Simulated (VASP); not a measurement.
Calculation: LDA (Ceperley-Alder, Perdew-Zunger), VASP's LDA PAW potentials (set 64) (plane waves; VASP 6.6.1).

Input for VASP

### INCAR
```
! general
SYSTEM  =AlN
PREC    =Accurate
ENCUT   =520   ! plane-wave cut-off (eV)
LREAL   =F   ! projection in real space or not
LASPH   =T   ! aspherical one-centre terms

! electronic loop
EDIFF   =1E-8   ! SCF stop (eV)
NELM    =100   ! most electronic steps
ALGO    =Normal   ! blocked Davidson

! smearing
ISMEAR  =0   ! Gaussian
SIGMA   =0.01   ! width (eV)

! output
LWAVE   =F
LCHARG  =F

! other
LEPSILON=T
```

### POSCAR
```
AlN
3.0735840
  0.0000000000   0.7071067619   0.7071067619
  0.7071067619   0.0000000000   0.7071067619
  0.7071067619   0.7071067619   0.0000000000
Al N
1 1
Direct
  0.0000000000   0.0000000000   0.0000000000
  0.7500000000   0.7500000000   0.7500000000
```

### KPOINTS
```
Automatic mesh
0
Gamma
10 10 10
0 0 0
```

POTCAR, in this order: Al N (LDA.64 set). Program: vasp_std.

Output of the run:

File OUTCAR:
```


 HEAD OF MICROSCOPIC STATIC DIELECTRIC TENSOR (INDEPENDENT PARTICLE, excluding Hartree and local field effects)
 ------------------------------------------------------
           4.771629    -0.000000     0.000000
          -0.000000     4.771629    -0.000000
          -0.000000     0.000000     4.771629
 ------------------------------------------------------

 MACROSCOPIC STATIC DIELECTRIC TENSOR (including local field effects in DFT)
 ------------------------------------------------------
           4.546007     0.000000    -0.000000
          -0.000000     4.546007    -0.000000
           0.000000     0.000000     4.546007
 ------------------------------------------------------

 PIEZOELECTRIC TENSOR (including local field effects)  for field in x, y, z        (e  Angst)
          XX          YY          ZZ          XY          YZ          ZX
  --------------------------------------------------------------------------------
  x     0.00000    -0.00000     0.00000     0.00000     0.78265     0.00000
  y     0.00000     0.00000     0.00000     0.00000     0.00000     0.78265
  z     0.00000     0.00000     0.00000     0.78265     0.00000     0.00000

 PIEZOELECTRIC TENSOR (including local field effects)  for field in x, y, z        (C/m^2)
          XX          YY          ZZ          XY          YZ          ZX
  --------------------------------------------------------------------------------
  x     0.00000    -0.00000     0.00000     0.00000     0.61074     0.00000
  y     0.00000     0.00000     0.00000     0.00000     0.00000     0.61074
  z     0.00000     0.00000     0.00000     0.61074     0.00000     0.00000

 BORN EFFECTIVE CHARGES (including local field effects) (in |e|, cummulative output)
 ---------------------------------------------------------------------------------
 ion    1
    1     2.53049     0.00000     0.00000
    2     0.00000     2.53049     0.00000
    3    -0.00000    -0.00000     2.53049
 ion    2
    1    -2.53049    -0.00000     0.00000
    2     0.00000    -2.53049    -0.00000
    3     0.00000     0.00000    -2.53049
```
(Selected blocks of OUTCAR.)

The structure comes from a computed database's AlN entry (F-43m); how it stands against other phases isn't given here. It was relaxed first.
